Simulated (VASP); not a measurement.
Consider the following.

```
CELL_PARAMETERS angstrom
     -2.29000     2.29000     2.29000
      2.29000    -2.29000     2.29000
      2.29000     2.29000    -2.29000
ATOMIC_POSITIONS crystal
  Eu 0.00000 0.00000 0.00000
```

Computed with vdW-DF2, VASP's PBE PAW potentials (set 64) (plane waves; VASP). Numerical set-up: 520 eV cut-off, 10×10×10 Γ-centred mesh, first-order Methfessel-Paxton smearing of 0.10 eV, potentials Eu_2.

The 4f electrons are frozen in the core of the lanthanide potential, so 4f levels, which can set the real gap, and their magnetism are missing. Energy and stress use the plane-wave basis of the starting cell.

Question: The ions, cell shape and volume are relaxed. What does this cell relax into?

Answer: 
```
CELL_PARAMETERS angstrom
     -2.24369     2.24369     2.24369
      2.24369    -2.24369     2.24369
      2.24369     2.24369    -2.24369
ATOMIC_POSITIONS crystal
  Eu 0.00000 0.00000 0.00000
```
Space group Im-3m (229), at a tolerance of 0.03 Å.

Question: How do energy and volume change from the first to the last step?

Answer: The energy (σ→0) changes by -7.1 meV/atom and the volume by -5.9 %, in 4 ionic steps.

The compound is Eu in the bcc structure. This run relaxes it. Symmetry was kept, so distortions that lower it aren't found.
